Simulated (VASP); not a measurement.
Data:

```xyz
1
Lattice="-2.8250 2.8250 2.8250 2.8250 -2.8250 2.8250 2.8250 2.8250 -2.8250" Properties=species:S:1:pos:R:3 pbc="T T T"
Rb     0.0000     0.0000     0.0000
```

Method: revTPSS meta-GGA, VASP's PBE PAW potentials (set 64) (plane waves; VASP). Settings: 520 eV cut-off, 8×8×8 Γ-centred mesh, first-order Methfessel-Paxton smearing of 0.10 eV, potentials Rb_sv.

Energy and stress use the plane-wave basis of the starting cell.

**Question.** The ions, cell shape and volume are relaxed. Predict the relaxed structure.

**Answer.** 
```xyz
1
Lattice="-2.8567 2.8567 2.8567 2.8567 -2.8567 2.8567 2.8567 2.8567 -2.8567" Properties=species:S:1:pos:R:3 pbc="T T T"
Rb     0.0000     0.0000     0.0000
```
Space group Im-3m (229), at a tolerance of 0.03 Å.

**Question.** How do energy and volume change from the first to the last step?

**Answer.** The energy (σ→0) changes by -1.1 meV/atom and the volume by +3.4 %, in 3 ionic steps.

| step | E(σ→0) (eV) | max force (eV/Å) | pressure (GPa) | volume (Å³) |
|---|---|---|---|---|
| 1 | 8.0864 | 0.000 | 0.10 | 90.18 |
| 2 | 8.0860 | 0.000 | 0.08 | 90.94 |
| 3 | 8.0853 | 0.000 | 0.01 | 93.26 |

The compound is Rb in the bcc structure. This run relaxes it. Symmetry was kept, so distortions that lower it aren't found.
